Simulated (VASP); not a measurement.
Input:

```xyz
2
Lattice="0.0000 3.2662 3.2662 3.2662 0.0000 3.2662 3.2662 3.2662 0.0000" Properties=species:S:1:pos:R:3 pbc="T T T"
Pb     0.0000     0.0000     0.0000
Se     3.2662     3.2662     3.2662
```

All values below come from vdW-DF2, VASP's PBE PAW potentials (set 64) (plane waves; VASP). Run with 520 eV cut-off, 7×7×7 Γ-centred mesh, Gaussian smearing of 0.050 eV, potentials Pb_d Se.

Q: Give the stress tensor in GPa (positive for a compressed cell).

A: 
```
-2.05   0.00   0.00
 0.00  -2.05   0.00
 0.00   0.00  -2.05
```
The pressure is its mean diagonal, -2.05 GPa.

The compound is PbSe in the rock salt structure. This cell is one point of a volume scan, at 1.06 of the reference volume.
